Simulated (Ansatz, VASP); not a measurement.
## Si54N72O (start site: O_i (void)) in two plane-wave programs

Wanted: the spread between two codes on one cell, functional and k mesh. Of the first pair: The structure shown is the start of the Ansatz relaxation below; VASP solves that cell, so the two are compared at the walk's first step.

Program: Ansatz 0.2.0. Level of theory: plane waves, with VASP 6.6.1 beside it; PBEsol. Results are calculated unless marked as measured.

### Step 1. Set-up

The cell holds 127 atoms: 54 Si, 72 N and 1 O. Cell: a = 13.206 Å, b = 13.206 Å, c = 8.731 Å, α = 90.0°, β = 90.0°, γ = 120.0°. It derives from Si3N4 (Si3N4 (P6_3/m)). Nearest the centre at fractional (0.000, 1.000, 0.667): O127 at 0.05 Å, N102 at 2.47 Å, N94 at 2.53 Å, N117 at 2.53 Å, N87 at 2.54 Å, N112 at 2.54 Å, N121 at 2.55 Å, Si19 at 2.77 Å.

### Step 2. Ansatz: relaxation, PBEsol

Ansatz runs on its PAW soft_1 files.

The two programs are compared at the cell with which this relaxation starts, whose forces are those of its first step.

Input file input.yaml:

```yaml
crystal:
  lattice:
    - [11.43668588, 6.60297367, 0.0]
    - [-11.43668588, 6.60297367, 0.0]
    - [0.0, 0.0, 8.73076733]
  atoms:
    - { symbol: Si, position: [0.01950046, 0.80655545, 0.25] }
    - { symbol: Si, position: [0.3528338, 0.47322211, 0.25] }
    - { symbol: Si, position: [0.68616713, 0.13988878, 0.25] }
    - { symbol: Si, position: [0.21294502, 0.01950046, 0.08333333] }
    - { symbol: Si, position: [0.54627835, 0.68616713, 0.08333333] }
    - { symbol: Si, position: [0.87961168, 0.3528338, 0.08333333] }
    - { symbol: Si, position: [0.13988878, 0.45372165, 0.08333333] }
    - { symbol: Si, position: [0.47322211, 0.12038832, 0.08333333] }
    - { symbol: Si, position: [0.80655545, 0.78705498, 0.08333333] }
    - { symbol: Si, position: [0.19344455, 0.21294502, 0.25] }
    - { symbol: Si, position: [0.52677789, 0.87961168, 0.25] }
    - { symbol: Si, position: [0.86011122, 0.54627835, 0.25] }
    - { symbol: Si, position: [0.12038832, 0.6471662, 0.25] }
    - { symbol: Si, position: [0.45372165, 0.31383287, 0.25] }
    - { symbol: Si, position: [0.78705498, 0.98049954, 0.25] }
    - { symbol: Si, position: [0.31383287, 0.86011122, 0.08333333] }
    - { symbol: Si, position: [0.6471662, 0.52677789, 0.08333333] }
    - { symbol: Si, position: [0.98049954, 0.19344455, 0.08333333] }
    - { symbol: "N", position: [0.0, 0.66666667, 0.25] }
    - { symbol: "N", position: [0.33333333, 0.33333333, 0.25] }
    - { symbol: "N", position: [0.66666667, 0.0, 0.25] }
    - { symbol: "N", position: [0.0, 0.33333333, 0.08333333] }
    - { symbol: "N", position: [0.33333333, 0.0, 0.08333333] }
    - { symbol: "N", position: [0.66666667, 0.66666667, 0.08333333] }
    - { symbol: "N", position: [0.21345843, 0.45653274, 0.25] }
    - { symbol: "N", position: [0.54679176, 0.12319941, 0.25] }
    - { symbol: "N", position: [0.8801251, 0.78986608, 0.25] }
    - { symbol: "N", position: [0.09025902, 0.8801251, 0.08333333] }
    - { symbol: "N", position: [0.42359235, 0.54679176, 0.08333333] }
    - { symbol: "N", position: [0.75692569, 0.21345843, 0.08333333] }
    - { symbol: "N", position: [0.12319941, 0.57640765, 0.08333333] }
    - { symbol: "N", position: [0.45653274, 0.24307431, 0.08333333] }
    - { symbol: "N", position: [0.78986608, 0.90974098, 0.08333333] }
    - { symbol: "N", position: [0.21013392, 0.09025902, 0.25] }
    - { symbol: "N", position: [0.54346726, 0.75692569, 0.25] }
    - { symbol: "N", position: [0.87680059, 0.42359235, 0.25] }
    - { symbol: "N", position: [0.1198749, 0.21013392, 0.08333333] }
    - { symbol: "N", position: [0.45320824, 0.87680059, 0.08333333] }
    - { symbol: "N", position: [0.78654157, 0.54346726, 0.08333333] }
    - { symbol: "N", position: [0.24307431, 0.78654157, 0.25] }
    - { symbol: "N", position: [0.57640765, 0.45320824, 0.25] }
    - { symbol: "N", position: [0.90974098, 0.1198749, 0.25] }
    - { symbol: Si, position: [0.01950046, 0.80655545, 0.58333333] }
    - { symbol: Si, position: [0.3528338, 0.47322211, 0.58333333] }
    - { symbol: Si, position: [0.68616713, 0.13988878, 0.58333333] }
    - { symbol: Si, position: [0.21294502, 0.01950046, 0.41666667] }
    - { symbol: Si, position: [0.54627835, 0.68616713, 0.41666667] }
    - { symbol: Si, position: [0.87961168, 0.3528338, 0.41666667] }
    - { symbol: Si, position: [0.13988878, 0.45372165, 0.41666667] }
    - { symbol: Si, position: [0.47322211, 0.12038832, 0.41666667] }
    - { symbol: Si, position: [0.80655545, 0.78705498, 0.41666667] }
    - { symbol: Si, position: [0.19344455, 0.21294502, 0.58333333] }
    - { symbol: Si, position: [0.52677789, 0.87961168, 0.58333333] }
    - { symbol: Si, position: [0.86011122, 0.54627835, 0.58333333] }
    - { symbol: Si, position: [0.12038832, 0.6471662, 0.58333333] }
    - { symbol: Si, position: [0.45372165, 0.31383287, 0.58333333] }
    - { symbol: Si, position: [0.78705498, 0.98049954, 0.58333333] }
    - { symbol: Si, position: [0.31383287, 0.86011122, 0.41666667] }
    - { symbol: Si, position: [0.6471662, 0.52677789, 0.41666667] }
    - { symbol: Si, position: [0.98049954, 0.19344455, 0.41666667] }
    - { symbol: "N", position: [0.0, 0.66666667, 0.58333333] }
    - { symbol: "N", position: [0.33333333, 0.33333333, 0.58333333] }
    - { symbol: "N", position: [0.66666667, 0.0, 0.58333333] }
    - { symbol: "N", position: [0.0, 0.33333333, 0.41666667] }
    - { symbol: "N", position: [0.33333333, 0.0, 0.41666667] }
    - { symbol: "N", position: [0.66666667, 0.66666667, 0.41666667] }
    - { symbol: "N", position: [0.21345843, 0.45653274, 0.58333333] }
    - { symbol: "N", position: [0.54679176, 0.12319941, 0.58333333] }
    - { symbol: "N", position: [0.8801251, 0.78986608, 0.58333333] }
    - { symbol: "N", position: [0.09025902, 0.8801251, 0.41666667] }
    - { symbol: "N", position: [0.42359235, 0.54679176, 0.41666667] }
    - { symbol: "N", position: [0.75692569, 0.21345843, 0.41666667] }
    - { symbol: "N", position: [0.12319941, 0.57640765, 0.41666667] }
    - { symbol: "N", position: [0.45653274, 0.24307431, 0.41666667] }
    - { symbol: "N", position: [0.78986608, 0.90974098, 0.41666667] }
    - { symbol: "N", position: [0.21013392, 0.09025902, 0.58333333] }
    - { symbol: "N", position: [0.54346726, 0.75692569, 0.58333333] }
    - { symbol: "N", position: [0.87680059, 0.42359235, 0.58333333] }
    - { symbol: "N", position: [0.1198749, 0.21013392, 0.41666667] }
    - { symbol: "N", position: [0.45320824, 0.87680059, 0.41666667] }
    - { symbol: "N", position: [0.78654157, 0.54346726, 0.41666667] }
    - { symbol: "N", position: [0.24307431, 0.78654157, 0.58333333] }
    - { symbol: "N", position: [0.57640765, 0.45320824, 0.58333333] }
    - { symbol: "N", position: [0.90974098, 0.1198749, 0.58333333] }
    - { symbol: Si, position: [0.01950046, 0.80655545, 0.91666667] }
    - { symbol: Si, position: [0.3528338, 0.47322211, 0.91666667] }
    - { symbol: Si, position: [0.68616713, 0.13988878, 0.91666667] }
    - { symbol: Si, position: [0.21294502, 0.01950046, 0.75] }
    - { symbol: Si, position: [0.54627835, 0.68616713, 0.75] }
    - { symbol: Si, position: [0.87961168, 0.3528338, 0.75] }
    - { symbol: Si, position: [0.13988878, 0.45372165, 0.75] }
    - { symbol: Si, position: [0.47322211, 0.12038832, 0.75] }
    - { symbol: Si, position: [0.80655545, 0.78705498, 0.75] }
    - { symbol: Si, position: [0.19344455, 0.21294502, 0.91666667] }
    - { symbol: Si, position: [0.52677789, 0.87961168, 0.91666667] }
    - { symbol: Si, position: [0.86011122, 0.54627835, 0.91666667] }
    - { symbol: Si, position: [0.12038832, 0.6471662, 0.91666667] }
    - { symbol: Si, position: [0.45372165, 0.31383287, 0.91666667] }
    - { symbol: Si, position: [0.78705498, 0.98049954, 0.91666667] }
    - { symbol: Si, position: [0.31383287, 0.86011122, 0.75] }
    - { symbol: Si, position: [0.6471662, 0.52677789, 0.75] }
    - { symbol: Si, position: [0.98049954, 0.19344455, 0.75] }
    - { symbol: "N", position: [0.0, 0.66666667, 0.91666667] }
    - { symbol: "N", position: [0.33333333, 0.33333333, 0.91666667] }
    - { symbol: "N", position: [0.66666667, 0.0, 0.91666667] }
    - { symbol: "N", position: [0.0, 0.33333333, 0.75] }
    - { symbol: "N", position: [0.33333333, 0.0, 0.75] }
    - { symbol: "N", position: [0.66666667, 0.66666667, 0.75] }
    - { symbol: "N", position: [0.21345843, 0.45653274, 0.91666667] }
    - { symbol: "N", position: [0.54679176, 0.12319941, 0.91666667] }
    - { symbol: "N", position: [0.8801251, 0.78986608, 0.91666667] }
    - { symbol: "N", position: [0.09025902, 0.8801251, 0.75] }
    - { symbol: "N", position: [0.42359235, 0.54679176, 0.75] }
    - { symbol: "N", position: [0.75692569, 0.21345843, 0.75] }
    - { symbol: "N", position: [0.12319941, 0.57640765, 0.75] }
    - { symbol: "N", position: [0.45653274, 0.24307431, 0.75] }
    - { symbol: "N", position: [0.78986608, 0.90974098, 0.75] }
    - { symbol: "N", position: [0.21013392, 0.09025902, 0.91666667] }
    - { symbol: "N", position: [0.54346726, 0.75692569, 0.91666667] }
    - { symbol: "N", position: [0.87680059, 0.42359235, 0.91666667] }
    - { symbol: "N", position: [0.1198749, 0.21013392, 0.75] }
    - { symbol: "N", position: [0.45320824, 0.87680059, 0.75] }
    - { symbol: "N", position: [0.78654157, 0.54346726, 0.75] }
    - { symbol: "N", position: [0.24307431, 0.78654157, 0.91666667] }
    - { symbol: "N", position: [0.57640765, 0.45320824, 0.91666667] }
    - { symbol: "N", position: [0.90974098, 0.1198749, 0.91666667] }
    - { symbol: O, position: [0.0, 1.0, 0.666667] }
  host:
    repeats: [1, 1, 3]
    atoms:
      - { symbol: Si, position: [0.01950046, 0.80655545, 0.75] }
      - { symbol: Si, position: [0.3528338, 0.47322211, 0.75] }
      # ... 40 more atoms of the perfect host
basis:
  ecutwfc: 420
  xc_grid: 2
hamiltonian:
  xc: pbesol
  pseudopotentials: { kind: paw, azcp: { folder: soft_1 }, xc_functional: pbe }
kpoints:
  mp_grid: { grid: [1, 1, 1], shift: [0.25, 0.25, 0.25] }
scf:
  occupations: { method: fermi_dirac, width: 0.01 }
  max_iter: 100
output:
  forces: true
  charged_corrections:
    epsilon: [4.29, 4.29, 4.37]
    static_epsilon: [8.29, 8.29, 8.25]
    defect_position: [0.0, 1.0, 0.666667]
relax:
  f_tol: 0.02
  max_steps: 80
  random_displacement: { amplitude: 0.05, seed: 2160 }
checkpoint:
  write: "../q0.relax_smeared.run"
  compress: false
  write_wavefunctions: true
  write_every: 100000
```

On the command line:

```bash
> ansatz run input.yaml --threads 4 --pin off --max-ram 15073MiB --backend cpu --events-out ev --progress --plain --runs-dir out
```

Numbers of over 12 decimals in the logs are rounded to 6 here.

What it wrote:

```text
Engine: ansatz 0.2.0, aarch64-unknown-linux-gnu
Pseudopotentials: kind: paw
Pseudopotential: Si, paw, valence charge 4, recommended cutoff 420 eV (normal), soft_1/Si.paw.azcp
Pseudopotential: N, paw, valence charge 5, recommended cutoff 420 eV (normal), soft_1/N.paw.azcp
Pseudopotential: O, paw, valence charge 6, recommended cutoff 420 eV (normal), soft_1/O.paw.azcp
Functional definition: PBEsol
  exchange = pbesol_x
  correlation = pbesol_c
Crystal: 127 atoms, lattice volume = 1318.628 Å³
Basis set: ecut = 420 eV, 25805 PW (Γ), exchange–correlation on 180×180×120 points (8 copies of the dense FFT grid, shifted against one another)
Bands: 418, of which v1, the nominal top of the filled ones, is band 291 counted from 1 (290 counted from 0)
Symmetry: 1 space group operations
k-points: 1
Non-local potential: Si, projectors of the file, l = 0: 2, l = 1: 2, l = 2: 1
Non-local potential: N, projectors of the file, l = 0: 2, l = 1: 2, l = 2: 1
Non-local potential: O, projectors of the file, l = 0: 2, l = 1: 2, l = 2: 1
PAW form: soft (Blöchl's): semilocal exchange-correlation on the pseudo side does not see the compensation charge
PAW frozen core: Si, regenerated for the run's functional, and the local potential with it (the file was generated under x = pbe(κ = 0.804, μ = 0.219515), c = pbe(β = 0.066725))
PAW frozen core: N, regenerated for the run's functional, and the local potential with it (the file was generated under x = pbe(κ = 0.804, μ = 0.219515), c = pbe(β = 0.066725))
PAW frozen core: O, regenerated for the run's functional, and the local potential with it (the file was generated under x = pbe(κ = 0.804, μ = 0.219515), c = pbe(β = 0.066725))
PAW one-centre angular grid: Si, 110 points (default); XC on 64 Gauss nodes
PAW one-centre angular grid: N, 110 points (default); XC on 64 Gauss nodes
PAW one-centre angular grid: O, 110 points (default); XC on 64 Gauss nodes
Initial density: superposition of atomic densities (chi_scale 0.1, normalization cell), built separately for each of the 2 bonded fragments (scf.initial_density.interfragment_charge_transfer: auto; true builds it for the cell as a whole; a typed value also counts as a typed key of the start: scf.initial_density.chi_scale says what that changes, if anything)
Initial wavefunctions: pseudopotential atomic-orbital guess
Functional: x = pbesol(κ = 0.804, μ = 0.123457), c = pbesol(β = 0.046)
SCF iter   1: F=—  HF=-61609.682608 eV  |F-HF|=—  |Δ(HF+E_count)|=         —  Δρ=1.49e-1  dr2=3.03e2  ethr=3.10e-3  ⟨swp⟩=6.0  Hψ=1894  notcnv=0  defer=44
preconditioner: auto → Resta (q_TF=auto, 2.381 Å⁻¹)  ε∞=3.6  [insulator: Δε(μ)=0.059 eV  Ē_g=15.246 eV  σ=0.010 eV  W_gap=0.90  n_scr=282 (ndim 8)  ℏωp=24.7 eV  f_vac=0.008  D(μ)=18.95/eV (n_scr^D=82)  ε∞_Penn≈3.6]
SCF iter   2: F=—  HF=-61524.565080 eV  |F-HF|=—  |Δ(HF+E_count)|=    8.51e1  Δρ=5.95e-2  dr2=3.91e1  ethr=3.10e-3  ⟨swp⟩=4.0  Hψ=1001  notcnv=0  defer=120
SCF iter   3: F=—  HF=-61515.487391 eV  |F-HF|=—  |Δ(HF+E_count)|=    9.08e0  Δρ=3.40e-2  dr2=6.30e0  ethr=3.10e-3  ⟨swp⟩=3.0  Hψ=603  notcnv=0  defer=120
SCF iter   4: F=—  HF=-61514.179842 eV  |F-HF|=—  |Δ(HF+E_count)|=    1.31e0  Δρ=1.22e-2  dr2=1.17e0  ethr=1.08e-3  ⟨swp⟩=2.0  Hψ=490  notcnv=0  defer=120
SCF iter   5: F=—  HF=-61514.478894 eV  |F-HF|=—  |Δ(HF+E_count)|=   2.99e-1  Δρ=2.24e-2  dr2=2.11e0  ethr=2.01e-4  ⟨swp⟩=2.0  Hψ=559  notcnv=0  defer=120
SCF iter   6: F=—  HF=-61514.163281 eV  |F-HF|=—  |Δ(HF+E_count)|=   3.16e-1  Δρ=9.98e-3  dr2=5.59e-1  ethr=2.01e-4  ⟨swp⟩=2.0  Hψ=301  notcnv=0  defer=120
SCF iter   7: F=—  HF=-61514.163826 eV  |F-HF|=—  |Δ(HF+E_count)|=   5.46e-4  Δρ=1.27e-2  dr2=8.64e-1  ethr=9.60e-5  ⟨swp⟩=1.0  Hψ=298  notcnv=0  defer=120
SCF iter   8: F=—  HF=-61514.284080 eV  |F-HF|=—  |Δ(HF+E_count)|=   1.20e-1  Δρ=1.89e-2  dr2=1.70e0  ethr=9.60e-5  ⟨swp⟩=2.0  Hψ=490  notcnv=0  defer=120
SCF iter   9: F=—  HF=-61514.163064 eV  |F-HF|=—  |Δ(HF+E_count)|=   1.21e-1  Δρ=6.74e-3  dr2=2.67e-1  ethr=9.60e-5  ⟨swp⟩=2.0  Hψ=300  notcnv=0  defer=120
SCF iter  10: F=—  HF=-61514.151926 eV  |F-HF|=—  |Δ(HF+E_count)|=   1.11e-2  Δρ=2.35e-3  dr2=2.46e-2  ethr=4.59e-5  ⟨swp⟩=1.0  Hψ=298  notcnv=0  defer=120
SCF iter  11: F=—  HF=-61514.153713 eV  |F-HF|=—  |Δ(HF+E_count)|=   1.79e-3  Δρ=2.29e-3  dr2=2.67e-2  ethr=4.24e-6  ⟨swp⟩=3.0  Hψ=309  notcnv=0  defer=120
SCF iter  12: F=—  HF=-61514.153907 eV  |F-HF|=—  |Δ(HF+E_count)|=   1.95e-4  Δρ=2.26e-3  dr2=2.30e-2  ethr=4.24e-6  ⟨swp⟩=1.0  Hψ=298  notcnv=0  defer=120
SCF iter  13: F=—  HF=-61514.153547 eV  |F-HF|=—  |Δ(HF+E_count)|=   3.61e-4  Δρ=9.70e-4  dr2=4.12e-3  ethr=3.95e-6  ⟨swp⟩=1.0  Hψ=298  notcnv=0  defer=120
SCF iter  14: F=—  HF=-61514.152894 eV  |F-HF|=—  |Δ(HF+E_count)|=   6.52e-4  Δρ=6.16e-4  dr2=1.64e-3  ethr=7.08e-7  ⟨swp⟩=2.0  Hψ=419  notcnv=0  defer=120
[...]
- { symbol: N, position: [0.666254, 0.00018269, 0.249113] }
    - { symbol: N, position: [5.8025937317074394e-5, 0.333990, 0.083777] }
    - { symbol: N, position: [0.333086, -0.000922682, 0.082884] }
    - { symbol: N, position: [0.666868, 0.666582, 0.082445] }
    - { symbol: N, position: [0.213437, 0.455850, 0.249080] }
    - { symbol: N, position: [0.545507, 0.121856, 0.249091] }
    - { symbol: N, position: [0.880165, 0.789832, 0.249079] }
    - { symbol: N, position: [0.090030, 0.879750, 0.082319] }
    - { symbol: N, position: [0.423533, 0.547128, 0.082751] }
    - { symbol: N, position: [0.755222, 0.214306, 0.082889] }
    - { symbol: N, position: [0.123945, 0.576274, 0.082330] }
    - { symbol: N, position: [0.457130, 0.243218, 0.082515] }
    - { symbol: N, position: [0.788887, 0.909118, 0.082788] }
    - { symbol: N, position: [0.209910, 0.089746, 0.249097] }
    - { symbol: N, position: [0.543904, 0.757162, 0.249082] }
    - { symbol: N, position: [0.877109, 0.423792, 0.249083] }
    - { symbol: N, position: [0.118287, 0.208725, 0.082080] }
    - { symbol: N, position: [0.451821, 0.875087, 0.082806] }
    - { symbol: N, position: [0.786648, 0.542803, 0.082232] }
    - { symbol: N, position: [0.242087, 0.785978, 0.249090] }
    - { symbol: N, position: [0.576102, 0.453327, 0.249089] }
    - { symbol: N, position: [0.909356, 0.119895, 0.249088] }
    - { symbol: Si, position: [0.019411, 0.806209, 0.582737] }
    - { symbol: Si, position: [0.353365, 0.474367, 0.582261] }
    - { symbol: Si, position: [0.685739, 0.139618, 0.582201] }
    - { symbol: Si, position: [0.213079, 0.018416, 0.415199] }
    - { symbol: Si, position: [0.546702, 0.686427, 0.415550] }
    - { symbol: Si, position: [0.879141, 0.352612, 0.415687] }
    - { symbol: Si, position: [0.139754, 0.453217, 0.415586] }
    - { symbol: Si, position: [0.472767, 0.119682, 0.415841] }
    - { symbol: Si, position: [0.806685, 0.787220, 0.415837] }
    - { symbol: Si, position: [0.199218, 0.213867, 0.574429] }
    - { symbol: Si, position: [0.524713, 0.878280, 0.582516] }
    - { symbol: Si, position: [0.860271, 0.545215, 0.582737] }
    - { symbol: Si, position: [0.119890, 0.646043, 0.582703] }
    - { symbol: Si, position: [0.456034, 0.314516, 0.582474] }
    - { symbol: Si, position: [0.784122, 0.979941, 0.580776] }
    - { symbol: Si, position: [0.312949, 0.858988, 0.415683] }
    - { symbol: Si, position: [0.647709, 0.526940, 0.415616] }
    - { symbol: Si, position: [0.978261, 0.193773, 0.415711] }
    - { symbol: N, position: [-0.000169226, 0.666111, 0.582500] }
    - { symbol: N, position: [0.335846, 0.335111, 0.581645] }
[...]
- { symbol: Si, position: [0.019405, 0.806217, 0.915448] }
    - { symbol: Si, position: [0.353367, 0.474347, 0.915925] }
    - { symbol: Si, position: [0.685745, 0.139616, 0.915982] }
    - { symbol: Si, position: [0.212525, 0.019383, 0.749065] }
    - { symbol: Si, position: [0.546907, 0.686587, 0.749082] }
    - { symbol: Si, position: [0.880718, 0.350459, 0.749085] }
[...]
- { symbol: Si, position: [0.524714, 0.878280, 0.915678] }
    - { symbol: Si, position: [0.860274, 0.545218, 0.915453] }
    - { symbol: Si, position: [0.119886, 0.646049, 0.915485] }
    - { symbol: Si, position: [0.456029, 0.314502, 0.915711] }
    - { symbol: Si, position: [0.784111, 0.979921, 0.917425] }
    - { symbol: Si, position: [0.312454, 0.859504, 0.749083] }
    - { symbol: Si, position: [0.648464, 0.527909, 0.749089] }
    - { symbol: Si, position: [0.972147, 0.180524, 0.749088] }
[...]
- { symbol: N, position: [0.543292, 0.756640, 0.915803] }
    - { symbol: N, position: [0.878060, 0.423142, 0.914913] }
    - { symbol: N, position: [0.125850, 0.207439, 0.749084] }
    - { symbol: N, position: [0.451026, 0.874731, 0.749094] }
    - { symbol: N, position: [0.786872, 0.542994, 0.749095] }
    - { symbol: N, position: [0.242115, 0.785680, 0.915675] }
    - { symbol: N, position: [0.577495, 0.453990, 0.915509] }
    - { symbol: N, position: [0.899173, 0.123353, 0.921796] }
    - { symbol: O, position: [0.029414, 1.082303, 0.749182] }
```

(Part 1 of 3 ends here.)

[Lines on the potential files, build, host, timing and source positions are cut from VASP's logs without a mark.]

[Logs are printed without paths, hosts, clocks, repeated set-up lines and the standing remarks that a program may print on its own settings, such as how far it seeks lower states.]

[Hosts, paths, dates, database ids (printed as entryN), source tags and the programs' standing remarks are cut or masked in the printed files.]
